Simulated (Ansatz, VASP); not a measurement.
# H28NO12F: VASP beside Ansatz, part 2 of 2

Wanted: the spread between two codes on one cell, functional and k mesh. The cell is taken from a series of runs on this material, whose earlier steps may have relaxed, scaled, displaced or heated it; both programs get it as it stands.

VASP 6.6.1 and Ansatz 0.2.0.

So far. Step 2 (VASP: single point, PBE): The run ends at a pressure of -1.65 GPa, with forces up to 7.2 eV/Å.

## 3. Ansatz: single point, PBE

Level of this step: Ansatz beside VASP: Kohn-Sham DFT, plane waves, PBE (Ansatz).

Ansatz runs on its default PAW (the set named soft_2) files.

The same cell, functional, mesh and smearing now go to Ansatz, which takes its cutoff from its data sets.

input.yaml

```yaml
crystal:
  lattice:
    - [18.41116, 0.0, 0.0]
    - [0.0, 9.20558, 0.0]
    - [0.0, 0.0, 9.20558]
  atoms:
    - { symbol: "N", position: [0.05779, 0.82388, 0.90541] }
    - { symbol: H, position: [0.03887, 0.72434, 0.86755] }
    - { symbol: H, position: [0.11541, 0.80319, 0.88937] }
    - { symbol: H, position: [0.0375, 0.8986, 0.84753] }
    - { symbol: H, position: [0.0496, 0.82895, 0.0218] }
    - { symbol: "N", position: [0.39561, 0.58526, 0.4758] }
    - { symbol: H, position: [0.35743, 0.67112, 0.47862] }
    - { symbol: H, position: [0.37019, 0.50529, 0.53431] }
    - { symbol: H, position: [0.41119, 0.5566, 0.37578] }
    - { symbol: H, position: [0.44278, 0.61664, 0.53477] }
    - { symbol: O, position: [0.11257, 0.49204, 0.12601] }
    - { symbol: H, position: [0.14914, 0.40906, 0.15067] }
    - { symbol: H, position: [0.07996, 0.45259, 0.04573] }
    - { symbol: O, position: [0.15708, 0.68153, 0.66334] }
    - { symbol: H, position: [0.19562, 0.7155, 0.60353] }
    - { symbol: H, position: [0.16461, 0.71425, 0.77201] }
    - { symbol: O, position: [0.06063, 0.26755, 0.42316] }
    - { symbol: H, position: [0.01293, 0.31054, 0.44515] }
    - { symbol: H, position: [0.05949, 0.16143, 0.42586] }
    - { symbol: O, position: [0.23897, 0.27651, 0.11868] }
    - { symbol: H, position: [0.24734, 0.17999, 0.07301] }
    - { symbol: H, position: [0.25881, 0.35429, 0.04997] }
    - { symbol: O, position: [0.01859, 0.6344, 0.31605] }
    - { symbol: H, position: [0.01512, 0.73611, 0.28239] }
    - { symbol: H, position: [0.05858, 0.57851, 0.26736] }
    - { symbol: O, position: [0.28605, 0.1488, 0.38616] }
    - { symbol: H, position: [0.24556, 0.11638, 0.44762] }
    - { symbol: H, position: [0.26284, 0.19599, 0.29124] }
    - { symbol: O, position: [0.38699, 0.53585, 0.16386] }
    - { symbol: H, position: [0.42811, 0.44706, 0.16252] }
    - { symbol: H, position: [0.34685, 0.50844, 0.10448] }
    - { symbol: O, position: [0.32256, 0.42259, 0.67624] }
    - { symbol: H, position: [0.33929, 0.32309, 0.69124] }
    - { symbol: H, position: [0.27314, 0.42153, 0.6417] }
    - { symbol: O, position: [0.26771, 0.74268, 0.47916] }
    - { symbol: H, position: [0.23608, 0.73589, 0.38705] }
    - { symbol: H, position: [0.28725, 0.83901, 0.48164] }
    - { symbol: O, position: [0.41139, 0.28879, 0.37321] }
    - { symbol: H, position: [0.44416, 0.21834, 0.31823] }
    - { symbol: H, position: [0.36092, 0.24783, 0.37832] }
    - { symbol: O, position: [0.16636, 0.95803, 0.38025] }
    - { symbol: H, position: [0.11097, 0.95392, 0.40595] }
    - { symbol: H, position: [0.17417, 0.88116, 0.31254] }
    - { symbol: O, position: [0.18818, 0.72278, 0.19784] }
    - { symbol: H, position: [0.20035, 0.7565, 0.09846] }
    - { symbol: H, position: [0.16721, 0.62129, 0.18567] }
    - { symbol: O, position: [0.28073, 0.51864, 0.95419] }
    - { symbol: H, position: [0.25373, 0.61002, 0.95781] }
    - { symbol: H, position: [0.29022, 0.49277, 0.8534] }
    - { symbol: O, position: [0.38444, 0.15219, 0.72741] }
    - { symbol: H, position: [0.43418, 0.11534, 0.76105] }
    - { symbol: H, position: [0.35925, 0.06988, 0.67186] }
    - { symbol: O, position: [0.37539, 0.93582, 0.50016] }
    - { symbol: H, position: [0.43017, 0.95935, 0.47294] }
    - { symbol: H, position: [0.34403, 0.99416, 0.44013] }
    - { symbol: O, position: [0.36389, 0.8219, 0.06965] }
    - { symbol: H, position: [0.3702, 0.72362, 0.10567] }
    - { symbol: H, position: [0.32417, 0.83471, 0.0049] }
    - { symbol: O, position: [0.14198, 0.2178, 0.82754] }
    - { symbol: H, position: [0.15401, 0.28579, 0.75368] }
    - { symbol: H, position: [0.1847, 0.15964, 0.86803] }
    - { symbol: O, position: [0.00834, 0.75896, 0.61412] }
    - { symbol: H, position: [0.06304, 0.72476, 0.61733] }
    - { symbol: H, position: [0.00817, 0.85438, 0.55639] }
    - { symbol: O, position: [0.25851, 0.05835, 0.92355] }
    - { symbol: H, position: [0.23502, 0.96206, 0.90372] }
    - { symbol: H, position: [0.30523, 0.06673, 0.86995] }
    - { symbol: O, position: [0.49875, 0.88329, 0.18457] }
    - { symbol: H, position: [0.00637, 0.93986, 0.28588] }
    - { symbol: H, position: [0.44488, 0.88852, 0.1728] }
    - { symbol: O, position: [0.02307, 0.0571, 0.73518] }
    - { symbol: H, position: [0.01265, 0.04233, 0.62382] }
    - { symbol: H, position: [0.06481, 0.13137, 0.74095] }
    - { symbol: O, position: [0.17068, 0.37278, 0.59368] }
    - { symbol: H, position: [0.13974, 0.31583, 0.51937] }
    - { symbol: H, position: [0.16929, 0.47909, 0.57442] }
    - { symbol: O, position: [0.50112, 0.25363, 0.06434] }
    - { symbol: H, position: [0.03007, 0.19748, 0.00153] }
    - { symbol: H, position: [0.02527, 0.28019, 0.15391] }
    - { symbol: O, position: [0.49729, 0.55751, 0.90142] }
    - { symbol: H, position: [0.00606, 0.45746, 0.8515] }
    - { symbol: H, position: [0.44476, 0.55195, 0.94223] }
    - { symbol: F, position: [0.01852, 0.99551, 0.46044] }
    - { symbol: F, position: [0.2117, 0.78216, 0.90122] }
    - { symbol: "N", position: [0.55703, 0.82314, 0.91147] }
    - { symbol: H, position: [0.53999, 0.72564, 0.86455] }
    - { symbol: H, position: [0.61656, 0.80142, 0.89355] }
    - { symbol: H, position: [0.53785, 0.9018, 0.84615] }
    - { symbol: H, position: [0.54981, 0.8306, 0.02187] }
    - { symbol: "N", position: [0.89383, 0.58255, 0.4822] }
    - { symbol: H, position: [0.85998, 0.67202, 0.47932] }
    - { symbol: H, position: [0.86973, 0.50003, 0.53336] }
    - { symbol: H, position: [0.91007, 0.55608, 0.37869] }
    - { symbol: H, position: [0.94185, 0.6198, 0.5339] }
    - { symbol: O, position: [0.6167, 0.49299, 0.12095] }
    - { symbol: H, position: [0.65238, 0.41484, 0.15081] }
    - { symbol: H, position: [0.57915, 0.45279, 0.04758] }
    - { symbol: O, position: [0.65736, 0.68672, 0.67338] }
    - { symbol: H, position: [0.69433, 0.71694, 0.60528] }
    - { symbol: H, position: [0.66727, 0.7137, 0.77206] }
    - { symbol: O, position: [0.5596, 0.27264, 0.41759] }
    - { symbol: H, position: [0.51308, 0.31159, 0.44728] }
    - { symbol: H, position: [0.55811, 0.16306, 0.4204] }
    - { symbol: O, position: [0.73548, 0.28011, 0.11656] }
    - { symbol: H, position: [0.74488, 0.1788, 0.06853] }
    - { symbol: H, position: [0.75956, 0.35439, 0.05085] }
    - { symbol: O, position: [0.5172, 0.63247, 0.31238] }
    - { symbol: H, position: [0.51726, 0.73701, 0.27938] }
    - { symbol: H, position: [0.55866, 0.58118, 0.27064] }
    - { symbol: O, position: [0.7892, 0.15719, 0.38406] }
    - { symbol: H, position: [0.74384, 0.11811, 0.4505] }
    - { symbol: H, position: [0.76425, 0.19652, 0.29346] }
    - { symbol: O, position: [0.89209, 0.53399, 0.16066] }
    - { symbol: H, position: [0.9254, 0.44872, 0.1621] }
    - { symbol: H, position: [0.8468, 0.50774, 0.10388] }
    - { symbol: O, position: [0.82489, 0.42282, 0.67146] }
    - { symbol: H, position: [0.8406, 0.32263, 0.69322] }
    - { symbol: H, position: [0.77199, 0.42426, 0.64055] }
    - { symbol: O, position: [0.76843, 0.74276, 0.48188] }
    - { symbol: H, position: [0.73574, 0.73187, 0.38035] }
    - { symbol: H, position: [0.78722, 0.84535, 0.48038] }
    - { symbol: O, position: [0.91233, 0.29701, 0.36517] }
    - { symbol: H, position: [0.94399, 0.22176, 0.32195] }
    - { symbol: H, position: [0.86079, 0.25353, 0.37656] }
    - { symbol: O, position: [0.66533, 0.96321, 0.38549] }
    - { symbol: H, position: [0.61209, 0.95566, 0.41636] }
    - { symbol: H, position: [0.6746, 0.88367, 0.30937] }
    - { symbol: O, position: [0.68788, 0.72298, 0.19512] }
    - { symbol: H, position: [0.70283, 0.75608, 0.09667] }
    - { symbol: H, position: [0.66826, 0.62236, 0.18774] }
    - { symbol: O, position: [0.7799, 0.51766, 0.95393] }
    - { symbol: H, position: [0.75193, 0.61062, 0.96085] }
    - { symbol: H, position: [0.78844, 0.49189, 0.85236] }
    - { symbol: O, position: [0.88263, 0.15314, 0.72986] }
    - { symbol: H, position: [0.93225, 0.11477, 0.76139] }
    - { symbol: H, position: [0.86154, 0.06598, 0.67562] }
    - { symbol: O, position: [0.87789, 0.93168, 0.49806] }
    - { symbol: H, position: [0.93043, 0.95932, 0.47648] }
    - { symbol: H, position: [0.84529, 0.99494, 0.43781] }
    - { symbol: O, position: [0.86454, 0.82688, 0.06821] }
    - { symbol: H, position: [0.87008, 0.72303, 0.10232] }
    - { symbol: H, position: [0.82236, 0.8318, 0.00293] }
    - { symbol: O, position: [0.63845, 0.21407, 0.83337] }
    - { symbol: H, position: [0.65308, 0.2827, 0.75507] }
    - { symbol: H, position: [0.68299, 0.1615, 0.86628] }
    - { symbol: O, position: [0.51092, 0.75409, 0.61223] }
    - { symbol: H, position: [0.56218, 0.7247, 0.61761] }
    - { symbol: H, position: [0.50893, 0.85106, 0.55837] }
    - { symbol: O, position: [0.75683, 0.05905, 0.92752] }
    - { symbol: H, position: [0.73576, 0.95982, 0.9005] }
    - { symbol: H, position: [0.80416, 0.06467, 0.8644] }
    - { symbol: O, position: [0.99813, 0.88635, 0.19472] }
    - { symbol: H, position: [0.508, 0.93904, 0.28229] }
    - { symbol: H, position: [0.94591, 0.88803, 0.16973] }
    - { symbol: O, position: [0.52218, 0.06633, 0.73651] }
    - { symbol: H, position: [0.51351, 0.04248, 0.62481] }
    - { symbol: H, position: [0.56609, 0.12673, 0.74261] }
    - { symbol: O, position: [0.67148, 0.36444, 0.59451] }
    - { symbol: H, position: [0.63739, 0.3136, 0.52194] }
    - { symbol: H, position: [0.66979, 0.47556, 0.57761] }
    - { symbol: O, position: [0.99642, 0.25822, 0.06818] }
    - { symbol: H, position: [0.53032, 0.19761, 0.99837] }
    - { symbol: H, position: [0.52283, 0.2776, 0.15841] }
    - { symbol: O, position: [0.99982, 0.55077, 0.90525] }
    - { symbol: H, position: [0.50591, 0.46096, 0.85309] }
    - { symbol: H, position: [0.94534, 0.55367, 0.94182] }
    - { symbol: F, position: [0.52052, 0.98924, 0.45596] }
    - { symbol: F, position: [0.70764, 0.78555, 0.89961] }
kpoints:
  mp_grid: { grid: [1, 1, 1] }
hamiltonian:
  xc: pbe
scf:
  occupations: { method: fermi_dirac, width: 0.05 }
output:
  forces: true
  eigenvalues: true
```

The run is started by

```sh
> ansatz run input.yaml --threads 4 --pin off --max-ram 15872MiB --backend cpu --events-out ev --progress --plain --runs-dir out
```

Numbers of over 12 decimals in the logs are rounded to 6 here.

The program printed:

```text
Engine: ansatz 0.2.0, aarch64-unknown-linux-gnu
Pseudopotentials: kind: paw
Pseudopotential: N, paw, valence charge 5, recommended cutoff 420 eV (normal), N.paw.azcp
Pseudopotential: H, paw, valence charge 1, recommended cutoff 420 eV (normal), H.paw.azcp
Pseudopotential: O, paw, valence charge 6, recommended cutoff 420 eV (normal), O.paw.azcp
Pseudopotential: F, paw, valence charge 7, recommended cutoff 420 eV (normal), F.paw.azcp
Functional definition: PBE
  parameter kappa = 0.804
  parameter beta = 0.066725
  exchange = pbe_x(kappa = kappa, mu = beta*pi^2/3)
  correlation = pbe_c(beta = beta)
Crystal: 168 atoms, lattice volume = 1560.211 Å³
Basis set: ecut = 420 eV, 30593 PW (Γ), exchange–correlation on 250×128×128 points (8 copies of the dense FFT grid, shifted against one another)
Bands: 392, of which v1, the nominal top of the filled ones, is band 224 counted from 1 (223 counted from 0)
Symmetry: 1 space group operations
Space group: P1 (ITA 1), of the structure as read, at distance tolerance 1.2e-4 Å
k-points: 1
Non-local potential: N, projectors of the file, l = 0: 2, l = 1: 2, l = 2: 1
Non-local potential: H, projectors of the file, l = 0: 2, l = 1: 1
Non-local potential: O, projectors of the file, l = 0: 2, l = 1: 2, l = 2: 1
Non-local potential: F, projectors of the file, l = 0: 2, l = 1: 2, l = 2: 1
PAW form: soft (Blöchl's): semilocal exchange-correlation on the pseudo side does not see the compensation charge
PAW one-centre angular grid: N, 110 points (default); XC on 64 Gauss nodes
PAW one-centre angular grid: H, 110 points (default); XC on 64 Gauss nodes
PAW one-centre angular grid: O, 110 points (default); XC on 64 Gauss nodes
PAW one-centre angular grid: F, 110 points (default); XC on 64 Gauss nodes
Initial density: superposition of atomic densities (neutral atoms: chi_scale 0, normalization atom), corrected by the library's trained network
Initial wavefunctions: pseudopotential atomic-orbital guess
Functional: x = pbe(κ = 0.804, μ = 0.219515), c = pbe(β = 0.066725)
SCF iter   1: F=—  HF=-33808.039859 eV  |F-HF|=—  |Δ(HF+E_count)|=         —  Δρ=3.21e-3  dr2=1.92e-1  ethr=1.77e-3  ⟨swp⟩=5.0  Hψ=1560  notcnv=0  defer=158
preconditioner: auto → Resta (q_TF=auto, 2.216 Å⁻¹)  ε∞=2.2  [insulator: Δε(μ)=3.566 eV  Ē_g=17.910 eV  σ=0.050 eV  W_gap=1.00  n_scr=296 (ndim 8)  ℏωp=19.9 eV  f_vac=0.250  D(μ)=0.00/eV (n_scr^D=0)  ε∞_Penn≈2.2]
SCF iter   2: F=—  HF=-33807.956559 eV  |F-HF|=—  |Δ(HF+E_count)|=   8.33e-2  Δρ=1.63e-3  dr2=3.73e-2  ethr=4.29e-5  ⟨swp⟩=2.0  Hψ=571  notcnv=0  defer=164
SCF iter   3: F=—  HF=-33807.933497 eV  |F-HF|=—  |Δ(HF+E_count)|=   2.31e-2  Δρ=6.66e-4  dr2=1.00e-2  ethr=8.33e-6  ⟨swp⟩=2.0  Hψ=449  notcnv=0  defer=32
automatic band count: iteration 3 solves 260 bands in place of 392: the levels show a gap, and the empty bands left out lie too high to hold charge; the band table lists the bands solved (type scf.n_extra_bands for more)
SCF iter   4: F=—  HF=-33807.929961 eV  |F-HF|=—  |Δ(HF+E_count)|=   3.54e-3  Δρ=2.62e-4  dr2=9.50e-4  ethr=2.23e-6  ⟨swp⟩=2.0  Hψ=451  notcnv=0  defer=32
SCF iter   5: F=—  HF=-33807.929949 eV  |F-HF|=—  |Δ(HF+E_count)|=   1.13e-5  Δρ=1.25e-4  dr2=1.87e-4  ethr=2.12e-7  ⟨swp⟩=3.0  Hψ=464  notcnv=0  defer=32
SCF iter   6: F=—  HF=-33807.929934 eV  |F-HF|=—  |Δ(HF+E_count)|=   1.50e-5  Δρ=4.05e-5  dr2=1.92e-5  ethr=4.18e-8  ⟨swp⟩=3.0  Hψ=463  notcnv=0  defer=32
SCF iter   7: F=—  HF=-33807.930869 eV  |F-HF|=—  |Δ(HF+E_count)|=   9.34e-4  Δρ=1.25e-5  dr2=1.92e-6  ethr=4.29e-9  ⟨swp⟩=3.0  Hψ=462  notcnv=0  defer=32
SCF iter   8: F=—  HF=-33807.930869 eV  |F-HF|=—  |Δ(HF+E_count)|=   6.05e-7  Δρ=5.28e-6  dr2=3.33e-7  ethr=4.28e-10  ⟨swp⟩=3.0  Hψ=451  notcnv=0  defer=32
SCF iter   9: F=-33807.930869 eV  HF=-33807.930869 eV  |F-HF|=1.51e-8  |Δ(HF+E_count)|=   5.27e-8  Δρ=2.06e-6  dr2=4.81e-8  ethr=2.23e-11  ⟨swp⟩=13.0  Hψ=1227  notcnv=0
SCF 1 converged in 9 iterations: F = -33807.930869 eV  dr2 = 4.81e-8
  greatest PAW one-centre occupation: 0.930 electrons in one spin orbital (limit 2), on the F atom at site 82 (counted from 0), in its partial waves of l = 0
SCF converged after 9 iterations
Free energy (F): -33807.930869 eV
Harris-Foulkes:  -33807.930869 eV  (|F-HF|=1.51e-8)
Internal energy: -33807.930869 eV  (E = F + TS)
E sigma→0 (E₀):  -33807.930869 eV
Fermi energy:    0.516697 eV
--- Per-component energies (eV) ---
  E_band       = -4159.760853
  E_kinetic    = 11260.942591
  E_local      = -34774.076971  (includes V_loc(G=0)·N_el)
  E_nonlocal   = 2971.755520
  E_hartree    = 12502.290489
  E_xc         = -5057.828568
  E_vxc        = -6465.211753  (∫ρ·V_xc dr)
  E_paw        = -8983.713649  (= ΣΔE_a)
  E_vpaw       = -2157.749886  (= ΣTr[D̂ρ^β])
  E_aug_tail   = -0.001067  (compensation charges beyond the density's cutoff)
  E_ewald      = -11727.299214
  E_smearing   = -0.000000  (= −TS)
[...]
atom  52  H      1.55701229     1.14645769     0.52546699
  atom  53  O      2.56493546    -0.13881843     0.28572673
  atom  54  H     -2.59742725    -0.26963249     0.41200502
  atom  55  H      0.05963136     1.03169121    -0.85289961
  atom  56  O      1.25698024     0.91459379     0.79496982
  atom  57  H     -0.28701555    -0.56658891    -0.23621538
  atom  58  H     -0.76779570    -0.35815331    -0.38630496
  atom  59  O     -0.68879569    -1.97001729     2.07257749
  atom  60  H      0.99319869     1.02865862    -1.17218999
  atom  61  H     -0.69473013     1.07459816    -1.01279521
  atom  62  O      1.75802836     0.14484718    -0.24378448
  atom  63  H     -2.03823029     0.84321201    -0.33034093
  atom  64  H      0.52582954    -2.01234629     0.82227702
  atom  65  O      0.04783358    -0.32167577    -0.23765126
  atom  66  H      0.59655479    -0.00030487     0.03278071
  atom  67  H     -0.52649061     0.03225418     0.18478018
  atom  68  O     -0.32476152     1.74672951     2.16692026
  atom  69  H     -0.26036411     0.14526894    -0.14451844
  atom  70  H      0.57327686    -0.13593795    -0.41461743
  atom  71  O      0.17145194     1.14395956    -1.59750431
  atom  72  H      0.82078536     0.34244163     2.03515860
  atom  73  H     -0.78863073    -1.06366913     0.25177935
  atom  74  O     -0.05141172    -0.22381282    -0.97388843
  atom  75  H      0.42880538     1.48756049     0.82734880
[...]
atom 161  O      1.20058170    -1.23760062    -1.48318677
  atom 162  H      0.85541308    -0.19654721     0.31031947
  atom 163  H      0.69355505    -0.62550897    -0.62593679
  atom 164  O     -2.23807566    -1.00473399     0.17309697
  atom 165  H     -0.50685051     1.28757582     0.63318710
  atom 166  H      2.78900985    -0.28388311    -0.75882290
  atom 167  F     -0.23806011     0.40133250    -0.29270680
  atom 168  F      0.27368463     0.25750411     1.02838466
  max |Σ_I F_I| component: 9.12e-5 eV/Å
--- Band table (eV) ---
  k-point 0: bands = [... 220 lower, -2.0826, -1.8467, -1.3604, -1.1872, 2.2190, 2.8772, 2.9262, 3.9256, ... 32 higher]
```

Reading the cycles: dr2 is the Hartree energy of the density residual (eV), the measure of convergence; HF is the Harris–Foulkes estimate of the energy, which meets the free energy F at convergence.

## 4. Side by side

Known differences besides the potentials themselves: the cutoff is 420 eV in Ansatz and 520 eV in VASP (PREC = Accurate, projectors in real space). Total energies have different zeros and are not compared.

Both answers:

```tsv
quantity	Ansatz	VASP	difference
gap on the k mesh (eV)	3.406	3.382	+0.025
```

Forces on 10 of the 168 atoms, those with the largest forces and the largest differences (eV/Å; atoms numbered as in POSCAR):

```tsv
atom	Ansatz x, y, z	VASP x, y, z
N1	3.525, -4.904, 3.896	3.513, -4.892, 3.880
N3	3.574, -2.575, -0.697	3.550, -2.553, -0.693
H7	-1.405, 3.606, -2.429	-1.403, 3.606, -2.422
H15	1.435, 0.935, -0.549	1.541, 0.966, -0.660
H25	-3.169, 2.996, -0.039	-3.110, 2.960, -0.023
H34	-0.165, -0.944, -0.951	-0.109, -1.054, -1.056
H45	0.993, 1.029, -1.172	1.001, 1.140, -1.283
O123	3.847, -2.154, 0.563	3.904, -2.095, 0.612
O146	-3.363, -0.941, 1.166	-3.293, -0.939, 1.177
O149	-2.092, 0.439, -2.977	-2.096, 0.396, -2.934
```

The forces differ by 46 meV/Å r.m.s., which is 4.2 % of the r.m.s. force of 1.072 eV/Å (both taken over all components). A gap on the mesh is an upper bound, since the band edges may lie between its points.

## 5. Summary of results

| Item | Value |
| --- | --- |
| r.m.s. force difference (single point, PBE) | 4.2 % of the r.m.s. force |

The r.m.s. force difference is 4.2 % of the r.m.s. force (single point, PBE), beyond the 3 % picked in this series as the mark of a large difference. What causes the difference of the single point, PBE pair stays open here. Such differences can come from data sets, numerical settings and the points named under the comparisons, not from the functional's error against experiment.

[Lines on the potential files, build, host, timing and source positions are cut from VASP's logs without a mark.]

[Logs are printed without paths, hosts, clocks, repeated set-up lines and the standing remarks that a program may print on its own settings, such as how far it seeks lower states.]

[Hosts, paths, dates, database ids (printed as entryN), source tags and the programs' standing remarks are cut or masked in the printed files.]
